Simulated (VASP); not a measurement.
```
Er
1.0
    1.78783    -3.09661     0.00000
    1.78783     3.09661     0.00000
    0.00000     0.00000     5.51807
Er
2
Direct
  0.33333   0.66667   0.25000
  0.66667   0.33333   0.75000
```

Computed with PW91 GGA, VASP's PBE PAW potentials (set 64) (plane waves; VASP). Settings: 520 eV cut-off, 13×13×8 Γ-centred mesh, tetrahedra with Blöchl corrections, potentials Er_3.

The 4f electrons are frozen in the core of the lanthanide potential, so 4f levels, which can set the real gap, and their magnetism are missing.

### Question
What does the run give for the energy per atom (σ→0), band gap (on the k-mesh) with the smallest direct gap where there is one?

### Answer

```yaml
band gap (on the k-mesh): none (metal, semimetal or under 0.01 eV)
energy per atom (σ→0): -4.506 eV/atom
```

The absolute energy has meaning only against runs of the same code, potentials and settings.

The compound is Er in the hcp structure. It was relaxed first.
